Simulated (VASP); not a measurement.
Method: PBE GGA, VASP's PBE PAW potentials (set 64) (plane waves; VASP).

A VASP calculation is set up with these files.

**KPOINTS**
```
Automatic mesh
0
G
  15 15 8
```

### INCAR
```
LCHARG = .False.
MAGMOM = 2*1.6
LWAVE = .False.
IBRION = 2
LASPH = .True.   ! aspherical one-centre terms
SYSTEM = Co
EDIFF = 1E-6
ISPIN = 2
ENCUT = 480   ! plane-wave cut-off (eV)
LREAL = .False.   ! projection in real space or not
EDIFFG = -0.01   ! ionic stop
LMAXMIX = 4   ! l cut-off of mixed one-centre charges
ALGO = Normal
SIGMA = 0.1   ! width (eV)
LORBIT = 10
NELM = 100   ! most electronic steps
ISMEAR = 1
ISIF = 3   ! ions, shape and volume
PREC = Accurate
GGA = PE   ! PBE
NSW = 60
```

### POSCAR
```
Co
1.0
  2.4922663286   0.0000000000   0.0000000000
 -1.2461331643   2.1583661850   0.0000000000
  0.0000000000   0.0000000000   4.0282941841
Co
2
Cart
  1.2461344104   0.7194546755   3.0212206381
 -0.0000012461   1.4389115095   1.0070735460
```

POTCAR, in this order: Co (PBE.64 set). Program: vasp_std.

Question: What will the output report for the number of irreducible k-points (NKPTS), largest plane-wave count, number of space-group operations, FFT grid (NGX, NGY, NGZ)?

Answer: 
```yaml
number of irreducible k-points (NKPTS): 135
largest_plane_wave_count: 543
number_of_space_group_operations: 24
FFT grid (NGX, NGY, NGZ): 18 × 18 × 30
```

The compound is Co in the hcp structure. It was relaxed first. The start is the result of an earlier pass.
